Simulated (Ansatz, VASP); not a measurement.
# Cross-check of Al2Pt between VASP and Ansatz, part 2 of 2

One calculation is typed for both programs; each brings its own data sets. How far apart do they land? The cell is taken from a series of runs on this material, whose earlier steps may have relaxed, scaled, displaced or heated it; both programs get it as it stands.

VASP 6.6.1 and Ansatz 0.2.0.

So far: The starting structure; VASP: relaxation of cell and atoms, r2SCAN with rVV10.

### 3. Ansatz: relaxation of cell and atoms, r2SCAN with rVV10

Level of this step: Ansatz beside VASP: Kohn-Sham DFT, plane waves, r2SCAN with rVV10 (Ansatz).

Ansatz runs on its default PAW (the set named soft_2) files.

The same cell, functional, mesh and smearing now go to Ansatz, which takes its cutoff from its data sets.

Input file input.yaml:

```yaml
crystal:
  lattice:
    - [0.0, 2.955, 2.955]
    - [2.955, 0.0, 2.955]
    - [2.955, 2.955, 0.0]
  atoms:
    - { symbol: Al, position: [0.25, 0.25, 0.25] }
    - { symbol: Al, position: [0.75, 0.75, 0.75] }
    - { symbol: Pt, position: [0.0, 0.0, 0.0] }
kpoints:
  mp_grid: { grid: [10, 10, 10] }
hamiltonian:
  xc: r2scan
  dispersion: rvv10
scf:
  occupations: { method: gaussian, width: 0.1 }
output:
  forces: true
  stress: true
  eigenvalues: true
  write_density: true
  write_potential: true
  elf: true
  volumetric_format: npy
relax:
  adjacent_minimum: "off"
  f_tol: 0.005
  max_steps: 60
  cell: { stress_tol: 0.03 }
```

Command:

```sh
$ ansatz run input.yaml --threads 4 --pin off --max-ram 8192MiB --backend cpu --events-out ev --progress --plain --runs-dir out
```

Numbers of over 12 decimals in the logs are rounded to 6 here.

The program printed:

```text
Engine: ansatz 0.2.0, x86_64-unknown-linux-gnu
Pseudopotentials: kind: paw
Pseudopotential: Al, paw, valence charge 3, recommended cutoff 500 eV (meta_gga), Al.paw.azcp
Pseudopotential: Pt, paw, valence charge 18, recommended cutoff 500 eV (meta_gga), Pt.paw.azcp
Functional definition: r2SCAN+rVV10
  parameter k0 = 0.174
  parameter k1 = 0.065
  parameter a1 = 4.9479
  exchange = r2scan_x(k0 = k0, k1 = k1, a1 = a1)
  correlation = r2scan_c + rvv10(11.95, 0.0093)
Crystal: 3 atoms, lattice volume = 51.606 Å³
Basis set: ecut = 500 eV, 1363 PW (Γ), exchange–correlation on 144×144×144 points (64 copies of the dense FFT grid, shifted against one another)
Bands: 16, of which v1, the nominal top of the filled ones, is band 12 counted from 1 (11 counted from 0)
Symmetry: 48 space group operations
Space group: Fm-3m (ITA 225), of the structure as read, at distance tolerance 3.7e-5 Å
k-points: 47 of 1000
Non-local potential: Al, projectors of the file, l = 0: 2, l = 1: 2, l = 2: 1
Non-local potential: Pt, projectors of the file, l = 0: 3, l = 1: 2, l = 2: 2, l = 3: 1
PAW form: soft (Blöchl's): semilocal exchange-correlation on the pseudo side does not see the compensation charge
rVV10 density: all electrons in the spheres
PAW frozen core: Al, regenerated for the run's functional (the file was generated under x = pbe(κ = 0.804, μ = 0.219515), c = pbe(β = 0.066725))
PAW frozen core: Pt, regenerated for the run's functional (the file was generated under x = pbe(κ = 0.804, μ = 0.219515), c = pbe(β = 0.066725))
PAW one-centre angular grid: Al, 302 points (default); XC on 160 Gauss nodes
PAW one-centre angular grid: Pt, 590 points (default); XC on 160 Gauss nodes
Initial density: superposition of atomic densities (neutral atoms: chi_scale 0, normalization atom), corrected by the library's trained network
Initial wavefunctions: pseudopotential atomic-orbital guess
Functional: x = r2scan, c = r2scan + rvv10(b = 11.95, C = 0.0093); τ floored in thin density (d = 2e-4 eV/Å³)
SCF iter   1: F=—  HF=-13616.591823 eV  |F-HF|=—  |Δ(HF+E_count)|=         —  Δρ=7.99e-3  dr2=5.08e-2  dr2_τ=3.85e-2  ethr=1.77e-3  ⟨swp⟩=5.6  Hψ=4007  notcnv=0
preconditioner: auto → none  [insulator: Δε(μ)=0.167 eV  Ē_g=8.964 eV  σ=0.100 eV  W_gap=0.68  n_scr=14 (ndim 8)  ℏωp=20.7 eV  f_vac=0.000  D(μ)=0.95/eV (n_scr^D=0)  ε∞_Penn≈6.3]
SCF iter   2: F=—  HF=-13616.629612 eV  |F-HF|=—  |Δ(HF+E_count)|=   3.78e-2  Δρ=7.90e-3  dr2=4.28e-2  dr2_τ=8.81e-3  ethr=2.12e-4  ⟨swp⟩=2.0  Hψ=1662  notcnv=0  defer=22
SCF iter   3: F=—  HF=-13616.620781 eV  |F-HF|=—  |Δ(HF+E_count)|=   8.83e-3  Δρ=1.93e-3  dr2=1.11e-3  dr2_τ=6.42e-5  ethr=1.78e-4  ⟨swp⟩=2.0  Hψ=1095  notcnv=0  defer=22
SCF iter   4: F=—  HF=-13616.620996 eV  |F-HF|=—  |Δ(HF+E_count)|=   2.16e-4  Δρ=4.03e-4  dr2=1.55e-4  dr2_τ=4.55e-6  ethr=4.64e-6  ⟨swp⟩=2.0  Hψ=1096  notcnv=0  defer=22
SCF iter   5: F=—  HF=-13616.620977 eV  |F-HF|=—  |Δ(HF+E_count)|=   1.92e-5  Δρ=1.29e-4  dr2=1.48e-5  dr2_τ=2.52e-7  ethr=6.45e-7  ⟨swp⟩=2.2  Hψ=1105  notcnv=0  defer=22
SCF iter   6: F=—  HF=-13616.620962 eV  |F-HF|=—  |Δ(HF+E_count)|=   1.50e-5  Δρ=1.47e-5  dr2=9.66e-8  dr2_τ=4.43e-8  ethr=4.17e-10  ⟨swp⟩=9.1  Hψ=5470  notcnv=0
SCF iter   7: F=-13616.620962 eV  HF=-13616.620962 eV  |F-HF|=1.02e-9  |Δ(HF+E_count)|=   4.85e-9  Δρ=3.02e-6  dr2=5.61e-9  dr2_τ=1.25e-9  ethr=4.02e-10  ⟨swp⟩=6.2  Hψ=4537  notcnv=0
the search or the solves at the SCF's close seem to have found levels that the self-consistency loop had missed (the run counts 1). By its estimate they hold under 1e-12 electrons; where the run keeps them, the occupations were computed again with them
SCF 1 converged in 7 iterations: F = -13616.620962 eV  dr2 = 5.61e-9
  greatest PAW one-centre occupation: 1.000 electrons in one spin orbital (limit 2), on the Pt atom at site 2 (counted from 0), in its partial waves of l = 0
relax step   1: F+E_penalty+E_count = -13616.62096222 eV  Δ(F+E_penalty+E_count) = +0.000e0 eV  max|allowed force component| = 4.626e-18 eV/Å  Δτ_max = 0.0000 Å  P = -1.293 GPa  Ω = 51.606 Å³  (7 SCF iters, dr2 threshold 1.00e-7 eV, accepted)
[...]
relax step   2: F+E_penalty+E_count = -13616.62273558 eV  Δ(F+E_penalty+E_count) = -1.773e-3 eV  max|allowed force component| = 4.009e-17 eV/Å  Δτ_max = 0.0000 Å  P = +0.478 GPa  Ω = 50.969 Å³  energy of the carried Pulay correction = +1.145e-4 eV  (5 SCF iters, dr2 threshold 3.00e-7 eV, accepted)
[...]
relax step   3: F+E_penalty+E_count = -13616.62295402 eV  Δ(F+E_penalty+E_count) = -2.184e-4 eV  max|allowed force component| = 7.864e-17 eV/Å  Δτ_max = 0.0000 Å  P = -0.008 GPa  Ω = 51.140 Å³  energy of the carried Pulay correction = +8.374e-5 eV  (4 SCF iters, dr2 threshold 3.00e-7 eV, accepted)
[...]
relax step   4: F+E_penalty+E_count = -13616.62287318 eV  Δ(F+E_penalty+E_count) = +8.084e-5 eV  max|allowed force component| = 6.014e-17 eV/Å  Δτ_max = 0.0000 Å  P = -0.008 GPa  Ω = 51.140 Å³  stress off target by 8.09e-3 GPa  SCF on the basis re-selected at this cell (its energy is not comparable with the rows above)  (5 SCF iters)
basis re-selected at this cell: Δ(F+E_penalty+E_count) = +8.084e-5 eV, ΔP = +0.000 GPa vs the last step (what re-selecting the basis moved, of the pressure what is left beyond the Pulay correction that the steps carried, after the strain that the cell walked since its last selection, with what the two solves' SCF thresholds leave and, on support functions, any second-order correction that the steps lacked; it is no m [...]
SCF converged after 5 iterations
Free energy (F): -13616.622873 eV
Harris-Foulkes:  -13616.622873 eV  (|F-HF|=5.46e-12)
Internal energy: -13616.617575 eV  (E = F + TS)
E sigma→0 (E₀):  -13616.620224 eV
Entropy (-TS):   -0.005298 eV (-1.766 meV/atom)
Fermi energy:    11.405938 eV
--- Per-component energies (eV) ---
  E_band       = -328.107575
  E_kinetic    = 687.944987
  E_local      = -2694.934929  (includes V_loc(G=0)·N_el)
  E_nonlocal   = 217.760614
  E_hartree    = 1072.958145
  E_xc         = -322.450719
  E_vxc        = -404.806831  (∫ρ·V_xc dr)
  E_paw        = -10425.889479  (= ΣΔE_a)
  E_vpaw       = -305.161513  (= ΣTr[D̂ρ^β])
  E_aug_tail   = 0.000116  (compensation charges beyond the density's cutoff)
  E_vtau       = 25.173862  (kinetic-family band-sum trace: ∫τ·v_τ [+ j·A + Jᵃ·Aᵃ] dr)
  E_ewald      = -2151.654599
  E_core_change = -0.351711  (= ΣΔE_core)
  E_smearing   = -0.005298  (= −TS)
  E_closure    = 0.000000  (closes the sum)
  Σ components = -13616.622873   (vs F -13616.622873, Δ=0.00e0)
--- Forces (eV/Å), atoms counted from 1 ---
  atom   1  Al    -0.00000000    -0.00000000    -0.00000000
  atom   2  Al     0.00000000     0.00000000     0.00000000
  atom   3  Pt    -0.00000000     0.00000000    -0.00000000
  max |Σ_I F_I| component: 1.39e-17 eV/Å
--- Stress (GPa, compression-positive) ---
       -0.008094       0.000000       0.000000
        0.000000      -0.008094       0.000000
        0.000000      -0.000000      -0.008094
  P = ⅓ Tr σ = -0.0081 GPa (-0.081 kbar)
--- Band table (eV; the first three rows and the last of 47) ---
  k-point 0: bands = [... 8 lower, 7.4600, 7.4600, 15.1631, 15.3991, 15.3991, 15.3991, 17.2503, 17.2503]
  k-point 1: bands = [... 8 lower, 7.4438, 7.4438, 13.7571, 15.0147, 15.0147, 15.3461, 17.6825, 17.6825]
  k-point 2: bands = [... 8 lower, 7.4294, 7.4294, 11.5434, 14.2299, 14.2299, 15.6929, 17.5315, 17.5315]
  k-point 46: bands = [... 8 lower, 7.4077, 7.9404, 8.1494, 8.8215, 10.4337, 16.4293, 17.1028, 17.7957]
--- Relaxed structure (3 steps of the walk, 3 accepted, 1 SCFs on fresh bases) ---
  F+E_penalty+E_count = -13616.62287318 eV   max|allowed force component| = 6.014e-17 eV/Å   (the final SCF, on the basis selected at the relaxed cell)
  cell:  # Å, volume = 51.1398 Å³
    - [0, 2.946071, 2.946071]
    - [2.946071, 0, 2.946071]
    - [2.946071, 2.946071, 0]
  atoms:
    - { symbol: Al, position: [0.25, 0.25, 0.25] }
    - { symbol: Al, position: [0.75, 0.75, 0.75] }
    - { symbol: Pt, position: [0, 0, 0] }
```

### 4. Comparison

Known differences besides the potentials themselves: VASP keeps PBE cores, Ansatz makes them for the functional; the data sets hold 24 valence electrons in Ansatz (on its default PAW (the set named soft_2) files) and 16 in VASP; the cutoff is 500 eV in Ansatz and 550 eV in VASP; Ansatz adds a Pulay correction to the stress that steers its cell, VASP none. Total energies have different zeros and are not compared.

The two programs side by side:

```
                                         quantity  Ansatz   VASP  difference
                                      volume (Å³)   51.14  51.12     +0.05 %
edge a after relaxation, in the typed setting (Å)   4.166  4.166     +0.02 %
```

### 5. What came out

| Quantity | Value |
| --- | --- |
| difference in volume (relaxation of cell and atoms, r2SCAN with rVV10) | 0.047 % |

What this shows: The difference in volume is 0.047 % (relaxation of cell and atoms, r2SCAN with rVV10), within the 1.2 % picked in this series as the mark of a large difference, as far as the stopping tolerances let one tell. The data sets hold unlike numbers of valence electrons (24 in Ansatz and 16 in VASP), so part of the differences comes from the potentials. Such differences can come from data sets, numerical settings and the points named under the comparisons, not from the functional's error against experiment.

[Lines on the potential files, build, host, timing and source positions are cut from VASP's logs without a mark.]

[Logs are printed without paths, hosts, clocks, repeated set-up lines and the standing remarks that a program may print on its own settings, such as how far it seeks lower states.]

[Hosts, paths, dates, database ids (printed as entryN), source tags and the programs' standing remarks are cut or masked in the printed files.]
